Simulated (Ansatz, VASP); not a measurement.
# TaN in two plane-wave programs

Aim: how closely do two programs agree when they are given the same cell, functional and k mesh? The cell is taken from a series of runs on this material, whose earlier steps may have relaxed, scaled, displaced or heated it; both programs get it as it stands.

Method: plane waves, with VASP 6.6.1 beside it; relaxation of cell and atoms at PBEsol and zone-centre phonons at PBEsol, in Ansatz 0.2.0.

**1. Set-up**

It takes space group P-6m2 (No. 187, hexagonal). Conventional cell: a = 2.924 Å, b = 2.924 Å, c = 2.870 Å, α = 90.00°, β = 90.00°, γ = 120.00°. Ta has 6 N at 2.22 Å nearest. N has 6 Ta at 2.22 Å nearest. Farther neighbours and most contacts between anions are not listed.

As a file:

```cif
data_structure
_symmetry_space_group_name_H-M 'P 1'
_symmetry_Int_Tables_number 1
_cell_length_a 2.9241
_cell_length_b 2.9241
_cell_length_c 2.8704
_cell_angle_alpha 90.000
_cell_angle_beta 90.000
_cell_angle_gamma 120.000
_cell_volume 21.25
loop_
_atom_site_label
_atom_site_type_symbol
_atom_site_fract_x
_atom_site_fract_y
_atom_site_fract_z
_atom_site_occupancy
Ta1 Ta 0.33333 0.66667 0.50000 1
N2 N 0.00000 0.00000 0.00000 1
```

**2. VASP: relaxation of cell and atoms, PBEsol**

The relaxed volume is the usual yardstick between codes: in a stiff, nearly cubic crystal its relative difference is about their pressure difference at one cell divided by the bulk modulus.

Lines of VASP's logs that name or quote its potential files are left out, and so is its time.

File INCAR:

```
SYSTEM = TaN
PREC = Accurate
ENCUT = 600
EDIFF = 1E-07
NELM = 120
ISMEAR = 1
SIGMA = 0.2
LREAL = .FALSE.
ALGO = Normal
GGA = PS
NBANDS = 14
LASPH = .TRUE.
LORBIT = 11
LWAVE = .FALSE.
LCHARG = .FALSE.
ISIF = 3
IBRION = 2
NSW = 80
EDIFFG = -0.005
GGA_COMPAT = .FALSE.
NELMIN = 4
KPAR = 2
```

File POSCAR:

```
TaN
1.0
    2.9240820000      0.0000000000      0.0000000000
   -1.4620410000      2.5323290000      0.0000000000
    0.0000000000      0.0000000000      2.8704230000
Ta N
1 1
Direct
    0.3333332675      0.6666665350      0.4999998258
    0.9999999342      0.9999998683      0.9999998258
```

File KPOINTS:

```
Automatic mesh
0
Gamma
12 12 10
0 0 0
```

PAW data sets: Ta_pv and N (PBE family, release 64).

Command:

```
> mpirun -np 2 vasp_std
```

Numbers of over 12 decimals in the logs are rounded to 6 here.

Log:

```text
[banner, memory and clock lines left out]
running    2 mpi-ranks, on    1 nodes
 distrk:  each k-point on    1 cores,    2 groups
 distr:  one band on    1 cores,    1 groups

 POSCAR found type information on POSCAR TaN
 POSCAR found :  2 types and       2 ions
|                                                                             |
|               ----> ADVICE to this user running VASP <----                  |
|                                                                             |
|     You enforced a specific xc type in the INCAR file but a different       |
|     [... a line on the potential file left out ...]
|     I HOPE YOU KNOW WHAT YOU ARE DOING!                                     |
|                                                                             |

 LDA part: xc-table for (Slater+PW92), standard interpolation
 POSCAR, INCAR and KPOINTS ok, starting setup
 FFT: planning ... GRIDC
 FFT: planning ... GRID_SOFT
 FFT: planning ... GRID
 WAVECAR not read
 entering main loop
       N       E                     dE             d eps       ncg     rms          rms(c)
DAV:   1     0.987437378329E+02    0.98744E+02   -0.97774E+03  3192   0.136E+03
DAV:   2    -0.226784347530E+02   -0.12142E+03   -0.11396E+03  3882   0.346E+02
DAV:   3    -0.261163263921E+02   -0.34379E+01   -0.34120E+01  3702   0.551E+01
DAV:   4    -0.261344630084E+02   -0.18137E-01   -0.18131E-01  3756   0.416E+00
DAV:   5    -0.261345813390E+02   -0.11833E-03   -0.11833E-03  3792   0.321E-01    0.244E+01
DAV:   6    -0.239333007947E+02    0.22013E+01   -0.39255E+00  3852   0.246E+01    0.104E+01
DAV:   7    -0.238446463912E+02    0.88654E-01   -0.37194E-01  4008   0.623E+00    0.716E+00
DAV:   8    -0.238134049272E+02    0.31241E-01   -0.12967E-01  4260   0.346E+00    0.150E+00
DAV:   9    -0.238083002824E+02    0.51046E-02   -0.11134E-02  3660   0.964E-01    0.207E-01
DAV:  10    -0.238082129025E+02    0.87380E-04   -0.54848E-04  4290   0.288E-01    0.144E-01
DAV:  11    -0.238081719586E+02    0.40944E-04   -0.64316E-05  3756   0.832E-02    0.146E-02
DAV:  12    -0.238081720031E+02   -0.44406E-07   -0.45584E-06  4116   0.199E-02    0.220E-03
DAV:  13    -0.238081719415E+02    0.61577E-07   -0.35861E-08  2508   0.198E-03
   1 F= -.23808172E+02 E0= -.23808135E+02  d E =-.238082E+02
 curvature:   0.00 expect dE= 0.000E+00 dE for cont linesearch  0.000E+00
 trial: gam= 0.00000 g(F)=  0.299E-41 g(S)=  0.728E-03 ort = 0.000E+00 (trialstep = 0.100E+01)
 search vector abs. value=  0.728E-03
 bond charge predicted
       N       E                     dE             d eps       ncg     rms          rms(c)
DAV:   1    -0.238109327809E+02   -0.27608E-02   -0.11120E-01  3696   0.400E+00    0.681E-01
DAV:   2    -0.238083431075E+02    0.25897E-02   -0.29845E-03  3642   0.592E-01    0.275E-01
DAV:   3    -0.238076181007E+02    0.72501E-03   -0.17142E-03  4206   0.456E-01    0.498E-02
DAV:   4    -0.238076190228E+02   -0.92205E-06   -0.20475E-05  3414   0.490E-02    0.272E-02
DAV:   5    -0.238076181122E+02    0.91057E-06   -0.59258E-06  4500   0.253E-02    0.665E-03
DAV:   6    -0.238076178572E+02    0.25495E-06   -0.31401E-07  3864   0.535E-03    0.187E-03
DAV:   7    -0.238076178643E+02   -0.70147E-08   -0.14584E-08  2700   0.116E-03
   2 F= -.23807618E+02 E0= -.23807577E+02  d E =0.554077E-03
 trial-energy change:    0.000554  1 .order    0.000551   -0.000728    0.001829
 step:   0.2830(harm=  0.2846)  dis= 0.00000  next Energy=   -23.808275 (dE=-0.103E-03)
 bond charge predicted
       N       E                     dE             d eps       ncg     rms          rms(c)
DAV:   1    -0.238099707670E+02   -0.23529E-02   -0.56857E-02  3672   0.285E+00    0.490E-01
DAV:   2    -0.238086392023E+02    0.13316E-02   -0.15415E-03  3648   0.426E-01    0.197E-01
DAV:   3    -0.238082697470E+02    0.36946E-03   -0.87389E-04  4194   0.327E-01    0.363E-02
DAV:   4    -0.238082719816E+02   -0.22345E-05   -0.10122E-05  3432   0.353E-02    0.199E-02
DAV:   5    -0.238082746658E+02   -0.26843E-05   -0.31297E-06  4482   0.184E-02    0.479E-03
DAV:   6    -0.238082750755E+02   -0.40963E-06   -0.15570E-07  3688   0.385E-03    0.132E-03
DAV:   7    -0.238082750541E+02    0.21324E-07   -0.99231E-09  2502   0.951E-04
   3 F= -.23808275E+02 E0= -.23808237E+02  d E =-.103113E-03
 curvature:  -0.14 expect dE=-0.461E-08 dE for cont linesearch -0.194E-08
 trial: gam=-0.00428 g(F)=  0.377E-41 g(S)=  0.324E-07 ort = 0.315E-05 (trialstep = 0.857E+00)
 search vector abs. value=  0.189E-07
 reached required accuracy - stopping structural energy minimisation
```

From OUTCAR (step 2):

```text
ion  position               nearest neighbor table
   1  0.333  0.667  0.500-   2 2.22   2 2.22   2 2.22   2 2.22   2 2.22   2 2.22
   2  1.000  1.000  1.000-   1 2.22   1 2.22   1 2.22   1 2.22   1 2.22   1 2.22

  LATTYP: Found a hexagonal cell.
 ALAT       =     2.9240820000
 C/A-ratio  =     0.9816492834

 Subroutine GETGRP returns: Found 12 space group operations
 (whereof 12 operations were pure point group operations)

The static configuration has the point symmetry D_3h.

 Found    114 irreducible k-points:

   k-points           NKPTS =    114   k-points in BZ     NKDIM =    114   number of bands    NBANDS=     14

   dimension x,y,z NGX =    24 NGY =   24 NGZ =   24
   dimension x,y,z NGXF=    48 NGYF=   48 NGZF=   48

   ENCUT  =  600.0 eV  44.10 Ry    6.64 a.u.   5.84  5.84  5.73*2*pi/ulx,y,z

   NELECT =      16.0000    total number of electrons

 k-points in reciprocal lattice and weights: Automatic mesh
   0.00000000  0.00000000  0.00000000       0.001
   0.08333333  0.00000000  0.00000000       0.004
   0.16666667  0.00000000  0.00000000       0.004
   0.25000000  0.00000000  0.00000000       0.004
   0.33333333  0.00000000  0.00000000       0.004
   0.41666667 -0.00000000  0.00000000       0.004
   0.50000000  0.00000000  0.00000000       0.002
   0.08333333  0.08333333  0.00000000       0.004
   0.16666667  0.08333333  0.00000000       0.008
[...]
0.33333333  0.25000000  0.50000000       0.008
   0.33333333  0.33333333  0.50000000       0.001

 average (electrostatic) potential at core
       1 -34.6552       2 -61.6396

 E-fermi :   8.2689

 k-point     1 :       0.0000    0.0000    0.0000
  band No.  band energies     occupation
    ...
      4      -9.6111      2.00000
      5       3.6052      2.00000
      6       3.6052      2.00000
      7       3.9332      2.00000
      8       5.2890      2.00000
      9      10.5256     -0.00000
     10      11.8664     -0.00000
     11      11.8664     -0.00000
     12      12.2628     -0.00000
     13      12.2628     -0.00000
    ...

 k-point     2 :       0.0833    0.0000    0.0000
  band No.  band energies     occupation
    ...
      4      -9.4623      2.00000
      5       3.1666      2.00000
      6       3.7174      2.00000
      7       4.1456      2.00000
      8       5.0766      2.00000
      9      11.0469     -0.00000
     10      11.5633     -0.00000
     11      11.8884     -0.00000
     12      12.1868     -0.00000
     13      12.4587      0.00000
    ...

 k-point     3 :       0.1667    0.0000    0.0000
  band No.  band energies     occupation
    ...
      4      -9.0522      2.00000
      5       2.2609      2.00000
      6       4.0157      2.00000
      7       4.5582      2.00000
      8       4.6105      2.00000
      9      10.8382     -0.00000
     10      11.9856     -0.00000
     11      11.9983     -0.00000
     12      12.3136      0.00000
     13      12.8890      0.00000
    ...

  Total       -0.0000511     -0.0000511      0.0011568      0.0000000     -0.0000000      0.0000000
  in kB       -0.0038469     -0.0038469      0.0870259      0.0000000     -0.0000000      0.0000000
  external PRESSURE =       0.0264440 kB  Pullay stress =       0.0000000 kB

  energy-cutoff  :      600.00
  volume of cell :       21.30
      direct lattice vectors                 reciprocal lattice vectors
     2.925846059  0.000000000  0.000000000     0.341781481  0.197327653 -0.000000000
    -1.462923029  2.533856719 -0.000000000     0.000000000  0.394655306 -0.000000000
     0.000000000  0.000000000  2.872787112    -0.000000000  0.000000000  0.348094015

 POSITION                                       TOTAL-FORCE (eV/Angst)
 -----------------------------------------------------------------------------------
      0.00000      1.68924      1.43639        -0.000000     -0.000000      0.000000
      1.46292      2.53386      2.87279         0.000000      0.000000      0.000000
 -----------------------------------------------------------------------------------
    total drift:                               -0.000000      0.000271      0.000356

  FREE ENERGIE OF THE ION-ELECTRON SYSTEM (eV)
  ---------------------------------------------------
  free  energy   TOTEN  =       -23.8082750541 eV

  energy  without entropy=      -23.8081601661  energy(sigma->0) =      -23.80823676

 reached required accuracy - stopping structural energy minimisation

 total charge
# of ion       s       p       d       tot
------------------------------------------
    1        0.308   6.274   2.455   9.037
    2        1.219   2.492   0.000   3.711
--------------------------------------------------
tot          1.527   8.766   2.455  12.748

[... 3 further parts left out ...]
```

**3. Ansatz: relaxation of cell and atoms, PBEsol**

Ansatz runs on its PAW soft_1 files.

The same cell, functional, mesh and smearing now go to Ansatz, which takes its cutoff from its data sets.

File input.yaml:

```yaml
crystal:
  lattice:
    - [2.9240817397, 0.0, 0.0]
    - [-1.4620408698, 2.5323290693, 0.0]
    - [0.0, 0.0, 2.8704228493]
  atoms:
    - { symbol: Ta, position: [0.3333333333, 0.6666666667, 0.5] }
    - { symbol: "N", position: [0.0, 0.0, 0.0] }
kpoints:
  mp_grid: { grid: [12, 12, 10] }
hamiltonian:
  xc: pbesol
  pseudopotentials: { kind: paw, azcp: { folder: soft_1 }, xc_functional: pbe }
scf:
  occupations: { method: methfessel_paxton, width: 0.2 }
output:
  forces: true
  stress: true
  eigenvalues: true
relax:
  adjacent_minimum: "off"
  f_tol: 0.001
  max_steps: 60
  cell: { stress_tol: 0.01 }
```

Command:

```
> ansatz run input.yaml --threads 4 --pin off --max-ram 12288MiB --backend cpu --events-out ev --progress --plain --runs-dir out
```

Log:

```text
Engine: ansatz 0.2.0, aarch64-unknown-linux-gnu
Pseudopotentials: kind: paw
Pseudopotential: Ta, paw, valence charge 13, recommended cutoff 420 eV (normal), soft_1/Ta.paw.azcp
Pseudopotential: N, paw, valence charge 5, recommended cutoff 420 eV (normal), soft_1/N.paw.azcp
Functional definition: PBEsol
  exchange = pbesol_x
  correlation = pbesol_c
Crystal: 2 atoms, lattice volume = 21.255 Å³
Basis set: ecut = 420 eV, 405 PW (Γ), exchange–correlation on 40×40×40 points (8 copies of the dense FFT grid, shifted against one another)
Bands: 13, of which v1, the nominal top of the filled ones, is band 9 counted from 1 (8 counted from 0)
Symmetry: 12 space group operations
Space group: P-6m2 (ITA 187), of the structure as read, at distance tolerance 2.8e-5 Å
k-points: 114 of 1440 (time reversal used)
Non-local potential: Ta, projectors of the file, l = 0: 3, l = 1: 2, l = 2: 2, l = 3: 1
Non-local potential: N, projectors of the file, l = 0: 2, l = 1: 2, l = 2: 1
PAW form: soft (Blöchl's): semilocal exchange-correlation on the pseudo side does not see the compensation charge
PAW frozen core: Ta, regenerated for the run's functional, and the local potential with it (the file was generated under x = pbe(κ = 0.804, μ = 0.219515), c = pbe(β = 0.066725))
PAW frozen core: N, regenerated for the run's functional, and the local potential with it (the file was generated under x = pbe(κ = 0.804, μ = 0.219515), c = pbe(β = 0.066725))
PAW one-centre angular grid: Ta, 590 points (default); XC on 64 Gauss nodes
PAW one-centre angular grid: N, 110 points (default); XC on 64 Gauss nodes
Initial density: superposition of atomic densities (chi_scale 0.1, normalization cell, long waves kept (reshape's long-wave potential 0.00 eV rms))
Initial wavefunctions: pseudopotential atomic-orbital guess
Functional: x = pbesol(κ = 0.804, μ = 0.123457), c = pbesol(β = 0.046)
SCF iter   1: F=—  HF=-10188.582050 eV  |F-HF|=—  |Δ(HF+E_count)|=         —  Δρ=4.87e-2  dr2=2.78e-1  ethr=3.10e-3  ⟨swp⟩=5.0  Hψ=7361  notcnv=0
preconditioner: auto → none  [metal: Δε(μ)=0.120 eV  Ē_g=11.282 eV  σ=0.200 eV  W_gap=0.48  n_scr=8 (ndim 8)  ℏωp=25.5 eV  f_vac=0.000  D(μ)=0.08/eV (n_scr^D=0)  sad-step TF]
SCF iter   2: F=—  HF=-10188.574013 eV  |F-HF|=—  |Δ(HF+E_count)|=   8.04e-3  S|Δr|=    0.00e0  Δρ=3.05e-2  dr2=1.21e-1  ethr=1.55e-3  ⟨swp⟩=1.0  Hψ=2394  notcnv=0
SCF iter   3: F=—  HF=-10188.560231 eV  |F-HF|=—  |Δ(HF+E_count)|=   1.38e-2  S|Δr|=    0.00e0  Δρ=1.64e-3  dr2=2.50e-4  ethr=6.70e-4  ⟨swp⟩=2.6  Hψ=2041  notcnv=0
SCF iter   4: F=—  HF=-10188.560333 eV  |F-HF|=—  |Δ(HF+E_count)|=   1.02e-4  S|Δr|=    0.00e0  Δρ=3.93e-4  dr2=2.79e-5  ethr=1.39e-6  ⟨swp⟩=2.4  Hψ=2394  notcnv=0
SCF iter   5: F=—  HF=-10188.560331 eV  |F-HF|=—  |Δ(HF+E_count)|=   2.63e-6  S|Δr|=    0.00e0  Δρ=3.92e-5  dr2=1.73e-7  ethr=1.55e-7  ⟨swp⟩=2.1  Hψ=1960  notcnv=0
SCF iter   6: F=-10188.560331 eV  HF=-10188.560331 eV  |F-HF|=1.24e-9  |Δ(HF+E_count)|=   4.89e-9  S|Δr|=    0.00e0  Δρ=8.46e-6  dr2=4.98e-9  ethr=5.56e-10  ⟨swp⟩=6.5  Hψ=7165  notcnv=0
SCF 1 converged in 6 iterations: F = -10188.560331 eV  dr2 = 4.98e-9
  greatest PAW one-centre occupation: 0.999 electrons in one spin orbital (limit 2), on the Ta atom at site 0 (counted from 0), in its partial waves of l = 0
relax step   1: F+E_penalty+E_count = -10188.56033059 eV  Δ(F+E_penalty+E_count) = +0.000e0 eV  max|allowed force component| = 3.701e-17 eV/Å  Δτ_max = 0.0000 Å  P = -0.044 GPa  Ω = 21.255 Å³  (6 SCF iters, dr2 threshold 1.00e-7 eV, accepted)
[...]
relax step   2: F+E_penalty+E_count = -10188.56033808 eV  Δ(F+E_penalty+E_count) = -7.484e-6 eV  max|allowed force component| = 6.476e-17 eV/Å  Δτ_max = 0.0000 Å  P = +0.026 GPa  Ω = 21.251 Å³  energy of the carried Pulay correction = +7.375e-6 eV  (3 SCF iters, dr2 threshold 4.98e-9 eV, accepted)
[...]
relax step   3: F+E_penalty+E_count = -10188.56033556 eV  Δ(F+E_penalty+E_count) = +2.518e-6 eV  max|allowed force component| = 5.551e-17 eV/Å  Δτ_max = 0.0000 Å  P = +0.001 GPa  Ω = 21.252 Å³  energy of the carried Pulay correction = +4.615e-6 eV  (2 SCF iters, dr2 threshold 3.88e-9 eV, accepted)
[...]
relax step   4: F+E_penalty+E_count = -10188.56033401 eV  Δ(F+E_penalty+E_count) = +1.550e-6 eV  max|allowed force component| = 7.401e-17 eV/Å  Δτ_max = 0.0000 Å  P = +0.001 GPa  Ω = 21.252 Å³  stress off target by 4.55e-3 GPa  SCF on the basis re-selected at this cell (its energy is not comparable with the rows above)  (4 SCF iters)
basis re-selected at this cell: Δ(F+E_penalty+E_count) = +1.550e-6 eV, ΔP = -0.000 GPa vs the last step (what re-selecting the basis moved, of the pressure what is left beyond the Pulay correction that the steps carried, after the strain that the cell walked since its last selection, with what the two solves' SCF thresholds leave and, on support functions, any second-order correction that the steps lacked; it is no m [...]
SCF converged after 4 iterations
Stability not checked: this state was not tested for a lower state beside it, because cold or Methfessel-Paxton smearing, or corrected tetrahedra, fill the levels in a way that the test cannot read (fill_not_monotonic; see scf.lower_state_search)
Free energy (F): -10188.560334 eV
Harris-Foulkes:  -10188.560334 eV  (|F-HF|=3.64e-12)
Internal energy: -10188.560215 eV  (E = F + TS)
E sigma→0 (E₀):  -10188.560304 eV
Entropy (-TS):   -0.000119 eV (-0.059 meV/atom)
Fermi energy:    20.337144 eV
--- Per-component energies (eV) ---
  E_band       = -51.022231
  E_kinetic    = 523.844733
  E_local      = -581.192446  (includes V_loc(G=0)·N_el)
  E_nonlocal   = 26.418822
  E_hartree    = 207.808517
  E_xc         = -379.204884
  E_vxc        = -310.435254  (∫ρ·V_xc dr)
  E_paw        = -8304.611329  (= ΣΔE_a)
  E_vpaw       = -125.276032  (= ΣTr[D̂ρ^β])
  E_aug_tail   = 0.000909  (compensation charges beyond the density's cutoff)
  E_ewald      = -1681.866349
  E_core_change = 0.241812  (= ΣΔE_core)
  E_smearing   = -0.000119  (= −TS)
  E_closure    = 0.000000  (closes the sum)
  Σ components = -10188.560334   (vs F -10188.560334, Δ=0.00e0)
--- Forces (eV/Å), atoms counted from 1 ---
  atom   1  Ta     0.00000000    -0.00000000    -0.00000000
  atom   2  N      0.00000000    -0.00000000    -0.00000000
  max |Σ_I F_I| component: 1.48e-16 eV/Å
--- Stress (GPa, compression-positive) ---
       -0.000746      -0.000000       0.000000
       -0.000000      -0.000746       0.000000
        0.000000       0.000000       0.004549
  P = ⅓ Tr σ = 0.0010 GPa (0.010 kbar)
--- Band table (eV; the first three rows and the last of 114) ---
  k-point 0: bands = [... 5 lower, 15.6509, 15.6509, 15.9933, 17.3333, 22.5696, 23.9304, 23.9304, 24.3530]
  k-point 1: bands = [... 5 lower, 15.2869, 15.7336, 15.7336, 17.9226, 22.8084, 22.8084, 22.9236, 25.0970]
  k-point 2: bands = [... 5 lower, 13.9444, 15.9534, 15.9534, 19.1523, 21.5732, 21.5732, 23.7884, 25.2256]
  k-point 113: bands = [... 5 lower, 11.9042, 13.6620, 16.3786, 19.9309, 24.8652, 25.4351, 27.1464, 27.9827]
--- Relaxed structure (3 steps of the walk, 3 accepted, 1 SCFs on fresh bases) ---
  F+E_penalty+E_count = -10188.56033401 eV   max|allowed force component| = 7.401e-17 eV/Å   (the final SCF, on the basis selected at the relaxed cell)
  cell:  # Å, volume = 21.2521 Å³
    - [2.923959, -2.8866273047067378e-11, 0.0]
    - [-1.461980, 2.532223, 0.0]
    - [0.0, 0.0, 2.870309]
  atoms:
    - { symbol: Ta, position: [0.333333, 0.666667, 0.5] }
    - { symbol: N, position: [0, -2.775557561562891e-17, 0.0] }
```

The column dr2 measures how far the density is from self-consistency, as an energy; F and HF (Harris–Foulkes) agree once it is small.

**4. Side by side**

Known differences besides the potentials themselves: the data sets hold 18 valence electrons in Ansatz (on its PAW soft_1 files) and 16 in VASP; the cutoff is 420 eV in Ansatz and 600 eV in VASP; Ansatz makes its cores anew for this functional, VASP keeps those of its PBE data sets; Ansatz adds a Pulay correction to the stress that steers its cell, VASP none. Total energies have different zeros and are not compared.

The two programs side by side:

```tsv
quantity	Ansatz	VASP	difference
volume (Å³)	21.25	21.30	-0.22 %
edge a after relaxation, in the typed setting (Å)	2.924	2.926	-0.06 %
edge c after relaxation, in the typed setting (Å)	2.870	2.873	-0.09 %
```

(Continued in part 2 of 2.)

[Lines on the potential files, build, host, timing and source positions are cut from VASP's logs without a mark.]

[Logs are printed without paths, hosts, clocks, repeated set-up lines and the standing remarks that a program may print on its own settings, such as how far it seeks lower states.]

[Hosts, paths, dates, database ids (printed as entryN), source tags and the programs' standing remarks are cut or masked in the printed files.]
